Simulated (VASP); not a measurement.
```
CELL_PARAMETERS angstrom
      0.00000     2.41612     2.41612
      2.41612     0.00000     2.41612
      2.41612     2.41612     0.00000
ATOMIC_POSITIONS crystal
  Na 0.00000 0.00000 0.00000
  H  0.50000 0.50000 0.50000
```

The numbers are results of PBE GGA, VASP's PBE PAW potentials (set 64) (plane waves; VASP), not measurements. Run with 520 eV cut-off, 9×9×9 Γ-centred mesh, Gaussian smearing of 0.050 eV, potentials Na_pv H.

Task: The job: NaH (rock salt), 2 atoms, PBE, static run, 520 eV, 9×9×9 Γ-centred mesh. Roughly how much core time does it take on a busy server core?

Result: About 5 core-seconds (one run on a shared machine, a rough figure). It had 35 irreducible k-points, 8 bands, up to 771 plane waves and 13 electronic steps.

The compound is NaH in the rock salt structure. It was relaxed first.
